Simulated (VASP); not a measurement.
Input of a VASP 6.6.1 run:

The input INCAR:

```
SYSTEM = GaAs
PREC = Accurate
ENCUT = 520
EDIFF = 1E-6
ISMEAR = 0
SIGMA = 0.02
LREAL = .False.
LASPH = .True.
NELM = 60
ALGO = Normal
ISIF = 2
LWAVE = .False.
LCHARG = .False.
MAGMOM = 0 0 0 0 0 0
LORBIT = 11
LSORBIT = .True.
GGA_COMPAT = .False.
METAGGA = R2SCAN
LMIXTAU = .True.
NBANDS = 30
```

KPOINTS

```
regular mesh
0
Gamma
  8 8 8
  0 0 0
```

File POSCAR:

```
GaAs
1.0
    0.0000000000      2.8636950549      2.8636950549
    2.8636950549      0.0000000000      2.8636950549
    2.8636950549      2.8636950549      0.0000000000
Ga As
1 1
Direct
    0.0000000000      0.0000000000      0.0000000000
    0.2500000000      0.2500000000      0.2500000000
```

Potentials or basis: VASP PAW PBE potentials, release 64 (Ga_d, As).

Launch:

```console
$ cat potpaw_PBE.64/Ga_d/POTCAR potpaw_PBE.64/As/POTCAR > POTCAR
$ mpirun -np 1 vasp_ncl > vasp.out
```

(1) Predict the pressure.

(2) Estimate the net moment.

Results:

(1) -2.1 GPa.

(2) 0.00 μB per cell.

Caveat: the PAW data sets were made with another functional, which shifts forces and pressure a little.
